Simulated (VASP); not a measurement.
Consider the following.

```
CdSe
1.0
    0.00000     3.06066     3.06066
    3.06066     0.00000     3.06066
    3.06066     3.06066     0.00000
Cd Se
1 1
Cartesian
  0.00000   0.00000   0.00000
  1.53033   1.53033   1.53033
```

Level of theory: PBE GGA with D3 dispersion (zero damping), VASP's PBE PAW potentials (set 64) (plane waves; VASP 6.6.1). Numerical set-up: 520 eV cut-off, 8×8×8 Γ-centred mesh, tetrahedra with Blöchl corrections, potentials Cd Se.

Problem. Predict the energy per atom (σ→0), band gap (on the k-mesh) with the smallest direct gap where there is one.

Solution. 
| Quantity | Result |
|---|---|
| band gap (on the k-mesh) | 0.57 eV |
| smallest direct gap (on the k-mesh) | 0.57 eV |
| energy per atom (σ→0) | -289.9 kJ/mol of atoms |

The absolute energy has meaning only against runs of the same code, potentials and settings.

The compound is CdSe in the zinc blende structure, whereas wurtzite is the usual form. It was relaxed first.
